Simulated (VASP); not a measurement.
A run of VASP 6.6.1 is set up as follows.

The input INCAR:

```
PREC = Accurate
ENCUT = 520
EDIFF = 1E-7
ISMEAR = 0
SIGMA = 0.02
LREAL = F
LASPH = T
NELM = 120
ALGO = Normal
ISIF = 3
LWAVE = F
LCHARG = F
ISPIN = 2
MAGMOM = 1 0
LORBIT = 11
LMAXMIX = 4
GGA = PE
IBRION = 2
NSW = 80
EDIFFG = -0.002
```

KPOINTS

```
regular mesh
0
Gamma
  12 12 12
```

File POSCAR:

```
TiN                                     
1.0
    0.0000000000      2.1245656972      2.1245656972
    2.1245656972      0.0000000000      2.1245656972
    2.1245656972      2.1245656972     -0.0000000000
  Ti              N             
     1     1
Direct
     0.0000000000000000    0.0000000000000000    0.0000000000000000
     0.5000000000000000    0.5000000000000000    0.5000000000000000
```

Potentials or basis: VASP PAW PBE potentials, release 64 (Ti_sv, N).

Run with:

```sh
$ cat potpaw_PBE.64/Ti_sv/POTCAR potpaw_PBE.64/N/POTCAR > POTCAR
$ mpirun -np 1 vasp_std > vasp.out
```

Predict the band gap on the k mesh.

none (metal or under the smearing width).

Predict the net moment.

0.00 μB per cell.

Final structure:
```xyz
2
Lattice="0.0000 2.1246 2.1246 2.1246 0.0000 2.1246 2.1246 2.1246 0.0000" Properties=species:S:1:pos:R:3 pbc="T T T"
Ti    0.0000    0.0000    0.0000
N     2.1246    2.1246    2.1246
```

Caveat: the relaxation stopped at its first step, so nothing moved.
